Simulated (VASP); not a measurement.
Data:

```
CELL_PARAMETERS angstrom
      3.03173     0.00000     0.00000
      0.00000     3.03173     0.00000
      0.00000     0.00000     3.03173
ATOMIC_POSITIONS crystal
  Al 0.50000 0.50000 0.50000
  Ru 0.00000 0.00000 0.00000
```

The numbers are results of optB88-vdW, VASP's PBE PAW potentials (set 64) (plane waves; VASP 6.6.1), not measurements. Settings: 520 eV cut-off, 12×12×12 Γ-centred mesh, first-order Methfessel-Paxton smearing of 0.10 eV, potentials Al Ru_pv.

Question: Give the stress tensor in GPa (positive for a compressed cell).

Answer: 
```
-5.82   0.00   0.00
 0.00  -5.82   0.00
 0.00   0.00  -5.82
```
The pressure is its mean diagonal, -5.82 GPa.

The compound is RuAl in the CsCl type structure. This cell is one point of a volume scan, at 1.03 of the reference volume. The electron count is odd and the run is not spin-polarised, which forces a metal.
